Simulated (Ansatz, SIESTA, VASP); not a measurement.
# Ta2Co (I4/mcm, 6 atoms in the cell) computed with different codes at matched settings

Self-consistent single point.

```xyz
6
Lattice="-3.0421 3.0421 2.4828 3.0421 -3.0421 2.4828 3.0421 3.0421 -2.4828" Properties=species:S:1:pos:R:3 pbc="T T T"
Ta     4.0238     0.9817     0.0000
Ta    -0.9817     2.0604     2.4828
Ta     2.0604     0.9817     2.4828
Ta     0.9817     2.0604     0.0000
Co     0.0000     0.0000     3.7241
Co     0.0000     0.0000     1.2414
```

Shared settings, as Ansatz (a first-principles code) writes them: kpoints.mp_grid.grid = 6 6 6; magnetization.spin_orbit = true; scf.occupations.method = fermi_dirac; scf.occupations.width = 0.1 eV. Potentials and cutoffs stand in the table.

```json
[
 {"code": "SIESTA", "model": "GGA PBEsol with spin-orbit coupling, numerical atomic orbitals DZP, PseudoDojo PBEsol fully relativistic norm-conserving potentials (rewritten from UPF to PSML)", "pressure (GPa)": "–", "largest force (eV/Å)": "0.063", "cutoff": "grid 300 Ry"},
 {"code": "VASP", "model": "PBEsol, spin-orbit coupling, VASP's PBE PAW potentials (set 64)", "pressure (GPa)": "-4.25", "largest force (eV/Å)": "0.004", "cutoff": "300 eV"},
 {"code": "Ansatz", "model": "PBEsol with spin-orbit coupling, default PAW files made with PBE", "pressure (GPa)": "-4.10", "largest force (eV/Å)": "0.017", "cutoff": "default"}
]
```

A dash marks a value that a program does not give, or that is left out as unsure.

The spread over the programs that give each value: pressure within 0.15 GPa; largest force within 0.059 eV/Å.

SIESTA uses small atom-centred bases, whose incompleteness enters pressures, forces and empty levels differently from a plane-wave cutoff. Ansatz's pressure is given at a fixed set of plane waves, as the other plane-wave codes print theirs; with its correction for the finite basis it is -4.01 GPa.

VASP's run is marked for a possible Pulay error in its stress at this cutoff; no cutoff test was made.

The starting cell comes from a database of computed structures (which also holds hypothetical and non-ambient phases and stackings), without a prior relaxation at this level.

Keys are those of Ansatz 0.2.
